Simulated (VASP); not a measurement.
The input files of a VASP run:

File POSCAR:
```
CdSe
1
    0.0000000000     3.0250000000     3.0250000000
    3.0250000000     0.0000000000     3.0250000000
    3.0250000000     3.0250000000     0.0000000000
Cd Se
1 1
Direct
  0.0000000000   0.0000000000   0.0000000000
  0.2500000000   0.2500000000   0.2500000000
```

**INCAR**
```
# general
SYSTEM  =CdSe
PREC    =Accurate
ENCUT   =520   # plane-wave cut-off (eV)
LREAL   =.False.   # projection in real space or not
LASPH   =.True.   # aspherical one-centre terms

# electronic loop
EDIFF   =1E-6   # SCF stop (eV)
NELM    =100   # most electronic steps
ALGO    =Normal   # blocked Davidson
LMAXMIX =4   # l cut-off of mixed one-centre charges

# smearing
ISMEAR  =0
SIGMA   =0.05   # width (eV)

# functional
GGA     =BO
LUSE_VDW=.True.
AGGAC   =0.0
PARAM1  =0.1833333333
PARAM2  =0.22

# ions
IBRION  =2
NSW     =60
ISIF    =3
EDIFFG  =-0.01   # ionic stop

# output
LWAVE   =.False.
LCHARG  =.False.
```

### KPOINTS
```
Automatic mesh
0
G
  7 7 7
0 0 0
```

POTCAR, in this order: Cd Se (PBE.64 set). Program: vasp_std.

Write an equivalent input for Quantum ESPRESSO's pw.x.

One equivalent input (not run):
```
&CONTROL
  calculation = 'vc-relax'
  pseudo_dir = './pseudo'
  outdir = './out'
  tprnfor = .true.
  tstress = .true.
  nstep = 60
  forc_conv_thr = 0.00039
/
&SYSTEM
  ibrav = 0
  nat = 2
  ntyp = 2
  ecutwfc = 102
  occupations = 'smearing'
  smearing = 'gaussian'
  degauss = 0.003675
  input_dft = 'vdw-df-obk8'
/
&ELECTRONS
  conv_thr = 7.3e-08
  electron_maxstep = 100
/
&IONS
/
&CELL
/
ATOMIC_SPECIES
  Cd 112.414 Cd.upf
  Se 78.971 Se.upf
CELL_PARAMETERS angstrom
     0.0000000    3.0250000    3.0250000
     3.0250000    0.0000000    3.0250000
     3.0250000    3.0250000    0.0000000
ATOMIC_POSITIONS crystal
  Cd   0.0000000  0.0000000  0.0000000
  Se   0.2500000  0.2500000  0.2500000
K_POINTS automatic
  7 7 7 0 0 0
```
What does not carry over: the potentials are each code's own (VASP's PAW set, PseudoDojo norm-conserving files in pw.x), so ENCUT and ecutwfc are chosen apart and not converted; conv_thr bounds pw.x's estimated SCF error, while EDIFF bounds the energy change between steps; forc_conv_thr acts on force components and is met together with etot_conv_thr.

The compound is CdSe in the zinc blende structure, whereas wurtzite is the usual form. This run relaxes it. Symmetry was kept, so distortions that lower it aren't found.
